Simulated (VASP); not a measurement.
Set up this calculation in VASP 6.6.1, as the native input.

| Quantity | Value |
| --- | --- |
| Task | single point |
| Functional | PBE |
| Potentials or basis | VASP PAW PBE potentials, release 64 (Tb, O) |
| Cutoff | 520 eV |
| k mesh | 6 × 6 × 6 |
| Occupations | gaussian, width 0.05 eV |
| Spin | collinear spin, ferromagnetic start |
| Starting moments | [6.0, 0.0] μB |
| Fixed moment | 3 μB |
| Further INCAR settings | ALGO = Normal; EDIFF = 1e-06 |

The structure of TbO lies in POSCAR:

```
TbO
1.0
    0.0000000000      2.5381258700      2.5381258700
    2.5381258700      0.0000000000      2.5381258700
    2.5381258700      2.5381258700      0.0000000000
Tb O
1 1
Direct
    0.0000000000      0.0000000000      0.0000000000
    0.2500000000      0.2500000000      0.2500000000
```

The cell comes from a database or a generator and needn't be the stable form of this composition.

One way to write it, as run:

INCAR

```
PREC = Accurate
ENCUT = 520
EDIFF = 1E-6
ISMEAR = 0
SIGMA = 0.05
LREAL = False
LASPH = True
NELM = 120
ALGO = Normal
ISIF = 2
LWAVE = False
LCHARG = False
ISPIN = 2
MAGMOM = 6 0
LORBIT = 11
NUPDOWN = 3
LMAXMIX = 6
GGA = PE
```

KPOINTS

```
regular mesh
0
Gamma
  6 6 6
```

Potentials or basis: VASP PAW PBE potentials, release 64 (Tb, O).

The run is started by

```sh
$ cat potpaw_PBE.64/Tb/POTCAR potpaw_PBE.64/O/POTCAR > POTCAR
$ mpirun -np 1 vasp_std > vasp.out
```

Results of the run:

| Item | Value |
| --- | --- |
| Pressure | 18.2 GPa |
| Net moment | 3.00 μB per cell |
| Site moments | Tb +3.37; O +0.00 μB |
| Valence electrons inside the program's atomic spheres | Tb 16.54; O 5.08 |

Caveat: the magnetic or orbital state may not be the lowest; the moment is held away from its start; the total moment is fixed, so each spin has its own Fermi level.

Run time: 80 s on 1 thread of AMD EPYC 7R43 64-Core Processor (Zen 3), on a shared host, peak memory 0.14 GiB.
